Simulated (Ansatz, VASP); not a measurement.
Si2BiTe2: VASP beside Ansatz

```xyz
5
Lattice="4.1272 0.0000 0.0000 -2.0636 3.5743 0.0000 0.0000 0.0000 10.0128" Properties=species:S:1:pos:R:3 pbc="T T T"
Si    2.0636    1.1914    5.3096
Si    0.0000    2.3829    4.7031
Bi    0.0000    0.0000    0.0000
Te    2.0636    1.1914    7.9283
Te    0.0000    2.3829    2.0844
```

Change from the starting cell: species swapped into the YbAl2Ge2 type (P-3m1, No. 164).

Alike in both runs: functional PBE; k mesh 6 × 6 × 2; occupations gaussian, width 0.1 eV; no spin polarisation.

Ansatz relaxed the structure, and its values are those at the end. VASP's run is a single point on that final structure, the one shown.

|  | VASP | Ansatz |
| --- | --- | --- |
| version | VASP 6.6.1 | Ansatz 0.2.0 |
| potentials or method | VASP PAW PBE potentials, release 64 (Si, Bi_d, Te) | scalar-relativistic, plane waves, PAW |
| plane-wave cutoff (eV) | 520 | 420 |
| valence electrons in the cell | 35 | 55 |

```csv
,VASP,Ansatz,Ansatz less VASP
gap on the k mesh at the Fermi level (eV),none,none,-
pressure (GPa),0.0,0.0,+0.02
rms of the force components (eV/Å),0.007,0.002,-0.0053
```

A gap of «none» marks a metal or a gap that the smearing closes. The two sets of potentials don't hold the same shells in valence.

Caveats: spin-orbit coupling is left out, which moves the levels of the heavy elements.
